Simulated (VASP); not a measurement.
Runs of VASP 6.6.1 on GaN. The structure is hexagonal, space group P6_3mc (No. 186). Conventional cell: a = 3.189 Å, b = 3.189 Å, c = 5.185 Å, α = 90.00°, β = 90.00°, γ = 120.00°. Around Ga (site symmetry 3m) lie 4 N at 1.95 Å. N (site symmetry 3m) is surrounded by 4 Ga at 1.95 Å. The cell was built by a generator and isn't the measured one.

| level | potentials or basis | k mesh | grid for exact exchange (PRECFOCK) | screening parameter | exchange at q = 0 | gap on the mesh (eV) | pressure (GPa) | largest force (eV/Å) |
| --- | --- | --- | --- | --- | --- | --- | --- | --- |
| HSE06 | VASP PAW PBE potentials, release 64 (Ga_d, N) | 6 × 6 × 4 | Fast | 0.2 1/A | - | 3.21 | (a) | 0.02 |
| PBE0 | VASP PAW PBE potentials, release 64 (Ga_d, N) | 6 × 6 × 4 | Normal | - | truncated | (c) | -1.0 | 0.02 |
| LDA | VASP PAW LDA potentials, release 64 (Ga_d, N) | 8 × 8 × 5 | - | - | - | 1.94 | -5.2 | - |
| TB-mBJ | VASP PAW PBE potentials, release 64 (Ga_d, N) | 8 × 8 × 5 | - | - | - | 3.10 | - | - |
| PBE | VASP PAW PBE potentials, release 64 (Ga_d, N) | 8 × 8 × 5 | - | - | - | (b) | 5.5 | - |
| r2SCAN | VASP PAW PBE potentials, release 64 (Ga_d, N) | 8 × 8 × 5 | - | - | - | 2.32 | 0.3 | 0.01 |

Alike in all rows: task band structure; no spin polarisation; cell as given; cutoff (eV) 520; smearing fermi-dirac 0.05 eV.

Task: Fill in the values left out.

Result: (a) -0.9; (b) 1.92; (c) 3.89.

Caveats: the PAW data sets were made with another functional, which shifts forces and pressure a little (some runs).

A k mesh can miss the band edges, and the runs leave out spin-orbit coupling on Ga.

Not every run made on this cell is shown here.
